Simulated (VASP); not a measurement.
Here is the system:

```yaml
crystal:
  lattice:
    - [4.05499, 2.02119, 2.02119]
    - [2.02119, 4.05499, 2.02119]
    - [2.02119, 2.02119, 4.05499]
  atoms:
    - { symbol: Ni, position: [0.00000, 0.00000, 0.00000] }
    - { symbol: Ni, position: [0.50000, 0.50000, 0.50000] }
    - { symbol: O, position: [0.25000, 0.25000, 0.25000] }
    - { symbol: O, position: [0.75000, 0.75000, 0.75000] }
```

The numbers are results of LDA (Ceperley-Alder, Perdew-Zunger) with spin-orbit coupling, VASP's LDA PAW potentials (set 64) (plane waves; VASP), not measurements. Run with 520 eV cut-off, 8×8×8 Γ-centred mesh, Gaussian smearing of 0.050 eV, potentials Ni O. Starting moments (MAGMOM): 0 0 1.1 0 0 -1.1 0 0 0.0 0 0 0.0.

Question: Give the energies of bands 23 to 36 at the high-symmetry points, in eV from the valence-band maximum.

Answer: 
```json
[
 {"band": "23", "Γ": "-1.81", "T": "-1.09", "H2": "-0.83", "L": "-1.00", "S0": "-0.84", "F": "-1.14"},
 {"band": "24", "Γ": "-1.81", "T": "-1.09", "H2": "-0.83", "L": "-1.00", "S0": "-0.84", "F": "-1.14"},
 {"band": "25", "Γ": "-1.74", "T": "-1.06", "H2": "-0.56", "L": "-0.45", "S0": "-0.58", "F": "-0.82"},
 {"band": "26", "Γ": "-1.74", "T": "-1.06", "H2": "-0.56", "L": "-0.45", "S0": "-0.58", "F": "-0.82"},
 {"band": "27", "Γ": "-0.83", "T": "-0.87", "H2": "-0.51", "L": "-0.30", "S0": "-0.54", "F": "-0.53"},
 {"band": "28", "Γ": "-0.83", "T": "-0.87", "H2": "-0.51", "L": "-0.30", "S0": "-0.54", "F": "-0.53"},
 {"band": "29", "Γ": "-0.82", "T": "-0.07", "H2": "-0.29", "L": "-0.23", "S0": "-0.34", "F": "-0.37"},
 {"band": "30", "Γ": "-0.82", "T": "-0.07", "H2": "-0.29", "L": "-0.23", "S0": "-0.34", "F": "-0.37"},
 {"band": "31", "Γ": "-0.41", "T": "-0.04", "H2": "-0.18", "L": "-0.19", "S0": "-0.18", "F": "-0.23"},
 {"band": "32", "Γ": "-0.41", "T": "-0.04", "H2": "-0.18", "L": "-0.19", "S0": "-0.18", "F": "-0.23"},
 {"band": "33", "Γ": "1.79", "T": "0.95", "H2": "1.01", "L": "0.91", "S0": "1.05", "F": "1.82"},
 {"band": "34", "Γ": "1.79", "T": "0.95", "H2": "1.01", "L": "0.91", "S0": "1.05", "F": "1.82"},
 {"band": "35", "Γ": "1.82", "T": "0.97", "H2": "1.10", "L": "1.02", "S0": "1.09", "F": "1.86"},
 {"band": "36", "Γ": "1.82", "T": "0.97", "H2": "1.10", "L": "1.02", "S0": "1.09", "F": "1.86"}
]
```

The gap is indirect, 0.37 eV, from the valence maximum at (0.25, 0.25, 0.00) to the conduction minimum at (0.25, 0.25, 0.50).

The compound is NiO in the rock salt, AFM-II order structure. It was relaxed first, which changed the volume by -8 %.
